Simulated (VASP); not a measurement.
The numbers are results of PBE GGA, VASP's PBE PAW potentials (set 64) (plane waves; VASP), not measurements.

Input for VASP

**INCAR**
```
SYSTEM = LiF
PREC = Accurate; ENCUT = 520; LREAL = .FALSE.
LASPH = .TRUE.
EDIFF = 1E-6; NELM = 100; ALGO = Normal
ISMEAR = 0; SIGMA = 0.05
GGA = PE
ISIF = 2
LWAVE = .FALSE.; LCHARG = .FALSE.
```

**POSCAR**
```
LiF
2.9066330
  0.0000000000   0.7071068140   0.7071068140
  0.7071068140   0.0000000000   0.7071068140
  0.7071068140   0.7071068140   0.0000000000
Li F
1 1
Cartesian
  0.0000000000   0.0000000000   0.0000000000
  0.7071068140   0.7071068140   0.7071068140
```

**KPOINTS**
```
K-points
0
gamma
  10 10 10
```

POTCAR, in this order: Li_sv F (PBE.64 set). Program: vasp_std.

Output

### OSZICAR
```
       N       E                     dE             d eps       ncg     rms          rms(c)
DAV:   1     0.276393251160E+02    0.27639E+02   -0.56681E+03   894   0.113E+03
DAV:   2    -0.930919706503E+01   -0.36949E+02   -0.36163E+02   969   0.195E+02
DAV:   3    -0.101424615688E+02   -0.83326E+00   -0.83198E+00  1086   0.289E+01
DAV:   4    -0.101518160292E+02   -0.93545E-02   -0.93521E-02  1143   0.293E+00
DAV:   5    -0.101519057115E+02   -0.89682E-04   -0.89681E-04  1146   0.179E-01    0.456E+00
DAV:   6    -0.962621028817E+01    0.52570E+00   -0.29394E+00   873   0.131E+01    0.145E+00
DAV:   7    -0.963026489538E+01   -0.40546E-02   -0.18177E-02  1081   0.154E+00    0.869E-01
DAV:   8    -0.963742461501E+01   -0.71597E-02   -0.17623E-02  1172   0.173E+00    0.105E-01
DAV:   9    -0.963752487031E+01   -0.10026E-03   -0.87497E-04   922   0.322E-01    0.436E-02
DAV:  10    -0.963759886580E+01   -0.73995E-04   -0.17826E-04   989   0.124E-01    0.573E-03
DAV:  11    -0.963760196825E+01   -0.31025E-05   -0.20612E-06  1136   0.184E-02    0.219E-03
DAV:  12    -0.963760176148E+01    0.20677E-06   -0.54740E-07   880   0.871E-03
   1 F= -.96376018E+01 E0= -.96376018E+01  d E =-.136718E-18
```

**OUTCAR**
```
------------------------ aborting loop because EDIFF is reached ----------------------------------------
  FORCE on cell =-STRESS in cart. coord.  units (eV):
  Direction    XX          YY          ZZ          XY          YZ          ZX
  --------------------------------------------------------------------------------------
  Total       -0.2631252     -0.2631252     -0.2631252      0.0000000     -0.0000000      0.0000000
  in kB      -24.2782533    -24.2782533    -24.2782533      0.0000000     -0.0000000      0.0000000
  external PRESSURE =     -24.2782533 kB  Pullay stress =       0.0000000 kB
  volume of cell :       17.36
      direct lattice vectors                 reciprocal lattice vectors
     0.000000000  2.055300000  2.055300000    -0.243273488  0.243273488  0.243273488
     2.055300000  0.000000000  2.055300000     0.243273488 -0.243273488  0.243273488
     2.055300000  2.055300000  0.000000000     0.243273488  0.243273488 -0.243273488
  FREE ENERGIE OF THE ION-ELECTRON SYSTEM (eV)
  ---------------------------------------------------
  free  energy   TOTEN  =        -9.6376017615 eV

  energy  without entropy=       -9.6376017615  energy(sigma->0) =       -9.63760176
```
(Selected blocks of OUTCAR.)

The compound is LiF in the rock salt structure. The cell was not relaxed at this level.
